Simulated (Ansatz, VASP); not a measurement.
# Zn3SbN3: VASP beside Ansatz, part 2 of 2

Wanted: the spread between two codes on one cell, functional and k mesh. The cell is taken from a series of runs on this material, whose earlier steps may have relaxed, scaled, displaced or heated it; both programs get it as it stands.

VASP 6.6.1 and Ansatz 0.2.0.

So far: Set-up; Ansatz: single point, HSE06.

## (3) VASP: single point, HSE06

Level of this step: HSE06; plane waves and PAW (Zn, Sb, N) (VASP).

The same cell, functional and mesh now go to VASP, with its own data sets.

Lines of VASP's logs that name or quote its potential files are left out, and so is its time.

The run reads the wave functions of an earlier VASP run, which isn't shown here.

Contents of INCAR:

```
SYSTEM = Zn3SbN3
PREC = Accurate
ENCUT = 520
EDIFF = 1E-06
NELM = 100
ISMEAR = 0
SIGMA = 0.01
LREAL = .FALSE.
ALGO = Normal
LHFCALC = .TRUE.
AEXX = 0.25
GGA = PE
HFSCREEN = 0.208
LASPH = .TRUE.
NBANDS = 35
PRECFOCK = Fast
LORBIT = 11
LWAVE = .FALSE.
LCHARG = .FALSE.
KPAR = 8
NCORE = 2
ISIF = 2
```

Contents of POSCAR:

```
Zn3SbN3
1.0
    3.5296451290     -3.2832481150      0.0000000000
    3.5296451290      3.2832481150      0.0000000000
   -3.3442202977      0.0000000000      4.5561292986
Zn Sb N
3 1 3
Direct
    0.6472158037      0.6472158037      0.1189086107
    0.7534787358      0.3133615557      0.5144390444
    0.3133615557      0.7534787358      0.5144390444
    0.0543102333      0.0543102333      0.0006385362
    0.4139368464      0.9435234632      0.3047115079
    0.9435234632      0.4139368464      0.3047115079
    0.7000333718      0.7000333718      0.8142597586
```

Contents of KPOINTS:

```
Automatic mesh
0
Gamma
4 4 4
0 0 0
```

Potentials, in the order of the species: Zn, Sb and N (PBE family, release 64).

On the command line:

```console
$ mpirun -np 16 vasp_std
```

Numbers of over 12 decimals in the logs are rounded to 6 here.

Log:

```text
[banner, memory and clock lines left out]
running   16 mpi-ranks, on    1 nodes
 distrk:  each k-point on    2 cores,    8 groups
 distr:  one band on    2 cores,    1 groups

 POSCAR found type information on POSCAR ZnSbN
 POSCAR found :  3 types and       7 ions
 LDA part: xc-table for (Slater+PW92), standard interpolation
 found WAVECAR, reading the header
 POSCAR, INCAR and KPOINTS ok, starting setup
 FFT: planning ... GRIDC
 FFT: planning ... GRID_SOFT
 FFT: planning ... GRID
 reading WAVECAR
 the WAVECAR file was read successfully
 initial charge from wavefunction
 entering main loop
       N       E                     dE             d eps       ncg     rms          rms(c)
DAV:   1    -0.390574613685E+02   -0.39057E+02   -0.39908E+00  2568   0.405E+01    0.163E+01
DAV:   2    -0.390232479663E+02    0.34213E-01   -0.11200E+00  2020   0.159E+01    0.116E+01
DAV:   3    -0.390315882625E+02   -0.83403E-02   -0.13524E-01  2298   0.417E+00    0.773E+00
DAV:   4    -0.390312379636E+02    0.35030E-03   -0.16187E-02  1872   0.125E+00    0.458E+00
DAV:   5    -0.390306238575E+02    0.61411E-03   -0.10716E-03  2167   0.340E-01    0.273E+00
DAV:   6    -0.390304255601E+02    0.19830E-03   -0.32065E-04  1873   0.127E-01    0.164E+00
DAV:   7    -0.390303683867E+02    0.57173E-04   -0.72571E-05  1938   0.553E-02    0.983E-01
DAV:   8    -0.390303519182E+02    0.16468E-04   -0.12777E-05  1868   0.299E-02    0.586E-01
DAV:   9    -0.390303476608E+02    0.42573E-05   -0.53320E-06  1714   0.195E-02    0.349E-01
DAV:  10    -0.390303472276E+02    0.43324E-06   -0.16417E-06  1221   0.128E-02
   1 F= -.39030347E+02 E0= -.39030347E+02  d E =-.972414E-36
```

OUTCAR, selected parts (step 3):

```text
ion  position               nearest neighbor table
   1  0.647  0.647  0.119-   7 1.97   6 1.97   5 1.97   2 2.93   3 2.93   4 3.31   4 3.34   4 3.34

  LATTYP: Found a base centered monoclinic cell.
 ALAT       =     7.0592902580
 B/A-ratio  =     0.9301921284
 C/A-ratio  =     0.8006097110
 COS(beta)  =    -0.5917155543

 Subroutine GETGRP returns: Found  2 space group operations
 (whereof  2 operations were pure point group operations)

The static configuration has the point symmetry C_1h.

 Found     24 irreducible k-points:

   k-points           NKPTS =     24   k-points in BZ     NKDIM =     64   number of bands    NBANDS=     35

   dimension x,y,z NGX =    36 NGY =   36 NGZ =   42
   dimension x,y,z NGXF=    72 NGYF=   72 NGZF=   84

   ENCUT  =  520.0 eV  38.22 Ry    6.18 a.u.   8.96  8.96 10.51*2*pi/ulx,y,z

   NELECT =      56.0000    total number of electrons

 k-points in reciprocal lattice and weights: Automatic mesh
   0.00000000  0.00000000  0.00000000       0.016
   0.25000000  0.00000000  0.00000000       0.062
   0.50000000  0.00000000  0.00000000       0.031
   0.25000000  0.25000000  0.00000000       0.031
   0.50000000  0.25000000  0.00000000       0.062
  -0.25000000  0.25000000  0.00000000       0.031
   0.50000000  0.50000000  0.00000000       0.016
   0.00000000  0.00000000  0.25000000       0.031
   0.25000000  0.00000000  0.25000000       0.062
[...]
-0.25000000  0.25000000  0.50000000       0.031
   0.50000000  0.50000000  0.50000000       0.016

  exchange ACFDT corr.  =         0.00000000  see jH, gK, PRB 81, 115126

 average (electrostatic) potential at core
       1 -27.3979       2 -27.5218       3 -27.5218       4 -85.5350       5 -59.6120
       6 -59.6120       7 -59.4610

 E-fermi :   2.4934

 k-point     1 :       0.0000    0.0000    0.0000
  band No.  band energies     occupation
    ...
     24      -1.0607      2.00000
     25      -0.2501      2.00000
     26       1.0595      2.00000
     27       1.5061      2.00000
     28       1.6949      2.00000
     29       5.7025      0.00000
     30       6.5515      0.00000
     31       7.6695      0.00000
     32       7.8398      0.00000
     33       8.5976      0.00000
    ...

 k-point     2 :       0.2500    0.0000    0.0000
  band No.  band energies     occupation
    ...
     24      -0.5333      2.00000
     25       0.1371      2.00000
     26       0.7612      2.00000
     27       1.3093      2.00000
     28       2.1662      2.00000
     29       5.8219      0.00000
     30       6.6489      0.00000
     31       7.0329      0.00000
     32       7.9831      0.00000
     33       9.7677      0.00000
    ...

 k-point     3 :       0.5000    0.0000    0.0000
  band No.  band energies     occupation
    ...
     24      -0.4530      2.00000
     25       0.0327      2.00000
     26       1.0009      2.00000
     27       1.0874      2.00000
     28       2.3370      2.00000
     29       5.6034      0.00000
     30       6.6778      0.00000
     31       7.2192      0.00000
     32       9.2394      0.00000
     33       9.8358      0.00000
    ...

  Total       -4.3239483     -1.0744265     -2.1670009      0.0000000      0.0000000     -0.4064226
  in kB      -65.6039950    -16.3014604    -32.8782644      0.0000000      0.0000000     -6.1663424
  external PRESSURE =     -38.2612399 kB  Pullay stress =       0.0000000 kB

  energy-cutoff  :      520.00
  volume of cell :      105.60
      direct lattice vectors                 reciprocal lattice vectors
     3.529645129 -3.283248115  0.000000000     0.141657300 -0.152288217  0.103977124
     3.529645129  3.283248115  0.000000000     0.141657300  0.152288217  0.103977124
    -3.344220298  0.000000000  4.556129299     0.000000000  0.000000000  0.219484552

 POSITION                                       TOTAL-FORCE (eV/Angst)
 -----------------------------------------------------------------------------------
      4.17123      0.00000      0.54176         0.053967      0.000000     -0.061005
      2.04517     -1.44501      2.34385         0.013621      0.098172     -0.001049
      2.04517      1.44501      2.34385         0.013621     -0.098172     -0.001049
      0.38126      0.00000      0.00291        -0.700913      0.000000      0.535636
      3.77233      1.73876      1.38831         0.080170      0.315519     -0.322739
      3.77233     -1.73876      1.38831         0.080170     -0.315519     -0.322739
      2.21867      0.00000      3.70987         0.459365      0.000000      0.172945
 -----------------------------------------------------------------------------------
    total drift:                                0.001233      0.000000     -0.000756

  FREE ENERGIE OF THE ION-ELECTRON SYSTEM (eV)
  ---------------------------------------------------
  free  energy   TOTEN  =       -39.0303472276 eV

  energy  without entropy=      -39.0303472276  energy(sigma->0) =      -39.03034723

 total charge
# of ion       s       p       d       tot
------------------------------------------
    1        0.533   0.523   9.865  10.921
    2        0.508   0.480   9.856  10.844
    3        0.508   0.480   9.856  10.844
    4        1.145   1.294   0.127   2.565
    5        1.237   2.431   0.000   3.668
    6        1.237   2.431   0.000   3.668
    7        1.236   2.454   0.000   3.690
--------------------------------------------------
tot          6.404  10.091  29.705  46.199

[... 3 further parts left out ...]
```

The run ends at a pressure of -3.83 GPa, with forces up to 0.88 eV/Å.

## (4) Differences

Known differences besides the potentials themselves: exact exchange at q = 0 is treated differently, which shows on coarse meshes; VASP keeps PBE cores, Ansatz makes them for the functional; fixed occupations in Ansatz, narrow Gaussian smearing in VASP; the data sets hold 66 valence electrons in Ansatz (on its PAW soft_1 files) and 56 in VASP; the cutoff is 420 eV in Ansatz and 520 eV in VASP; VASP takes a coarser grid for exact exchange (PRECFOCK = Fast). Total energies have different zeros and are not compared.

Compared:

```tsv
quantity	Ansatz	VASP	difference
gap on the k mesh (eV)	2.353	2.354	-0.002
```

A gap on the mesh is an upper bound, since the band edges may lie between its points.

## (5) Outcome

* difference in gap on the k mesh (single point, HSE06): -0.0017 eV

The difference in gap on the k mesh is -0.0017 eV (single point, HSE06), within the 0.08 eV picked in this series as the mark of a large difference. The data sets hold unlike numbers of valence electrons (66 in Ansatz and 56 in VASP), so part of the differences comes from the potentials. Such differences can come from data sets, numerical settings and the points named under the comparisons, not from the functional's error against experiment.

[Lines on the potential files, build, host, timing and source positions are cut from VASP's logs without a mark.]

[Logs are printed without paths, hosts, clocks, repeated set-up lines and the standing remarks that a program may print on its own settings, such as how far it seeks lower states.]

[Hosts, paths, dates, database ids (printed as entryN), source tags and the programs' standing remarks are cut or masked in the printed files.]
